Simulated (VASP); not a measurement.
VASP ran on this input.

File POSCAR:
```
IrO2
1
    4.3461640847     0.0000000000     0.0000000000
    0.0000000000     4.3461640847     0.0000000000
    0.0000000000     0.0000000000     3.1191739864
Ir O
2 4
Direct
  0.0000000000   0.0000000000   0.0000000000
  0.5000000000   0.5000000000   0.5000000000
  0.3099015715   0.3099015715   0.0000000000
  0.8099015715   0.1900984285   0.5000000000
  0.1900984285   0.8099015715   0.5000000000
  0.6900984285   0.6900984285   0.0000000000
```

INCAR:
```
# general
SYSTEM =IrO2
PREC   =Accurate
ENCUT  =620   # plane-wave cut-off (eV)
LREAL  =.False.   # projection in real space or not
LASPH  =.True.   # aspherical one-centre terms

# electronic loop
EDIFF  =1E-6
NELM   =100   # most electronic steps
ALGO   =Normal
LMAXMIX=6

# smearing
ISMEAR =1
SIGMA  =0.1

# ions
IBRION =2   # conjugate gradients
NSW    =40
ISIF   =3
EDIFFG =-0.02   # ionic stop
PSTRESS=300   # kbar

# output
LWAVE  =.False.
LCHARG =.False.
```

KPOINTS:
```
Automatic mesh
0
G
 7 7 10
0 0 0
```

POTCAR, in this order: Ir O (LDA.64 set). Program: vasp_std.

Write an equivalent input for Quantum ESPRESSO's pw.x.

One equivalent input (not run):
```
&CONTROL
  calculation = 'vc-relax'
  pseudo_dir = './pseudo'
  outdir = './out'
  tprnfor = .true.
  tstress = .true.
  nstep = 40
  forc_conv_thr = 0.00078
/
&SYSTEM
  ibrav = 0
  nat = 6
  ntyp = 2
  ecutwfc = 84
  occupations = 'smearing'
  smearing = 'methfessel-paxton'
  degauss = 0.00735
  input_dft = 'pz'
/
&ELECTRONS
  conv_thr = 7.3e-08
  electron_maxstep = 100
/
&IONS
/
&CELL
  press = 300
/
ATOMIC_SPECIES
  Ir 192.217 Ir.upf
  O 15.999 O.upf
CELL_PARAMETERS angstrom
     4.3461641    0.0000000    0.0000000
     0.0000000    4.3461641    0.0000000
     0.0000000    0.0000000    3.1191740
ATOMIC_POSITIONS crystal
  Ir   0.0000000  0.0000000  0.0000000
  Ir   0.5000000  0.5000000  0.5000000
  O    0.3099016  0.3099016  0.0000000
  O    0.8099016  0.1900984  0.5000000
  O    0.1900984  0.8099016  0.5000000
  O    0.6900984  0.6900984  0.0000000
K_POINTS automatic
  7 7 10 0 0 0
```
The two are equivalent in intent, not identical: the potentials are each code's own (VASP's PAW set, PseudoDojo norm-conserving files in pw.x), so ENCUT and ecutwfc are chosen apart and not converted; conv_thr bounds pw.x's estimated SCF error, while EDIFF bounds the energy change between steps; forc_conv_thr acts on force components and is met together with etot_conv_thr.

The compound is IrO2 in the rutile structure. This run relaxes it under an external pressure of 30 GPa. Symmetry was kept, so distortions that lower it aren't found.
